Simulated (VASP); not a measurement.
Calculation: PBE GGA, VASP's PBE PAW potentials (set 64) (plane waves; VASP).

VASP ran on this input.

### KPOINTS
```
Automatic mesh
0
Gamma
1 1 1
0 0 0
```

File POSCAR:
```
Pd atom
1.0
 12.0000000000   0.0000000000   0.0000000000
  0.0000000000  12.5000000000   0.0000000000
  0.0000000000   0.0000000000  13.0000000000
Pd
1
Direct
  0.0000000000   0.0000000000   0.0000000000
```

**INCAR**
```
# general
SYSTEM   =  Pd atom
PREC     =  Normal
ENCUT    =  520
LREAL    =  .FALSE.
LASPH    =  .TRUE.
ISYM     =  0

# electronic loop
EDIFF    =  1E-6
NELM     =  200
ALGO     =  All
LMAXMIX  =  4

# smearing
ISMEAR   =  0
SIGMA    =  0.01

# functional
GGA      =  PE

# spin
ISPIN    =  2
MAGMOM   =  0
NUPDOWN  =  0

# output
LWAVE    =  .FALSE.
LCHARG   =  .FALSE.
LORBIT   =  10
```

POTCAR, in this order: Pd (PBE.64 set). Program: vasp_gam. Read from the step before: WAVECAR.

The resulting files:

**OSZICAR**
```
       N       E                     dE             d eps       ncg     rms           ort
SDA:   1    -0.147557997229E+01   -0.14756E+01    0.00000E+00     9   0.175E-07   0.000E+00
 trl   2    -0.147557997229E+01    0.17053E-11   -0.39789E-08     9   0.175E-07   0.175E-07
SDA:   3    -0.147557997228E+01    0.15120E-10   -0.39789E-08     9   0.162E-07   0.175E-07
   1 F= -.14755800E+01 E0= -.14755800E+01  d E =-.259954E-11  mag=     0.0000
```

### OUTCAR
```
------------------------ aborting loop because EDIFF is reached ----------------------------------------
  FORCE on cell =-STRESS in cart. coord.  units (eV):
  Direction    XX          YY          ZZ          XY          YZ          ZX
  --------------------------------------------------------------------------------------
  Total       -0.0096382     -0.0067770     -0.0078434     -0.0000001      0.0000002      0.0000001
  in kB       -0.0079190     -0.0055682     -0.0064444     -0.0000001      0.0000002      0.0000000
  external PRESSURE =      -0.0066438 kB  Pullay stress =       0.0000000 kB
  volume of cell :     1950.00
      direct lattice vectors                 reciprocal lattice vectors
    12.000000000  0.000000000  0.000000000     0.083333333  0.000000000  0.000000000
     0.000000000 12.500000000  0.000000000     0.000000000  0.080000000  0.000000000
     0.000000000  0.000000000 13.000000000     0.000000000  0.000000000  0.076923077
 POSITION                                       TOTAL-FORCE (eV/Angst)
 -----------------------------------------------------------------------------------
      0.00000      0.00000      0.00000         0.000003      0.000000      0.000001
 -----------------------------------------------------------------------------------
    total drift:                                0.000003      0.000000      0.000001
  FREE ENERGIE OF THE ION-ELECTRON SYSTEM (eV)
  ---------------------------------------------------
  free  energy   TOTEN  =        -1.4755799723 eV

  energy  without entropy=       -1.4755799723  energy(sigma->0) =       -1.47557997

 total charge

# of ion       s       p       d       tot
------------------------------------------
    1        0.000   0.000   9.173   9.173

 magnetization (x)

# of ion       s       p       d       tot
------------------------------------------
    1       -0.000   0.000  -0.000  -0.000
```
(Selected blocks of OUTCAR.)

The atom may not be in its lowest state.

The cell is a free atom in a box.
